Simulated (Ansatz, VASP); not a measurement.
ZnBi3 in VASP and in Ansatz

```xyz
4
Lattice="4.8405 0.0000 0.0000 0.0000 4.8405 0.0000 0.0000 0.0000 4.8405" Properties=species:S:1:pos:R:3 pbc="T T T"
Bi    2.4202    2.4202    0.0000
Bi    2.4202    0.0000    2.4202
Bi    0.0000    2.4202    2.4202
Zn    0.0000    0.0000    0.0000
```

Change from the starting cell: volume scaled by 0.98.

Alike in both runs: task single point; functional PBE; k mesh 6 × 6 × 6; occupations fermi-dirac, width 0.05 eV; no spin polarisation.

```csv
,VASP,Ansatz
version,VASP 6.6.1,Ansatz 0.2.0
potentials or method,"VASP PAW PBE potentials, release 64 (Bi_d, Zn)",Ansatz PAW
plane-wave cutoff (eV),520,420
valence electrons in the cell,57,57
```

|  | VASP | Ansatz | Ansatz less VASP |
| --- | --- | --- | --- |
| gap on the k mesh at the Fermi level (eV) | none | none | - |
| pressure (GPa) | 0.9 | 1.0 | +0.05 |

A gap of «none» marks a metal or a gap that the smearing closes.

Caveats: spin-orbit coupling is left out, which moves the levels of the heavy elements.
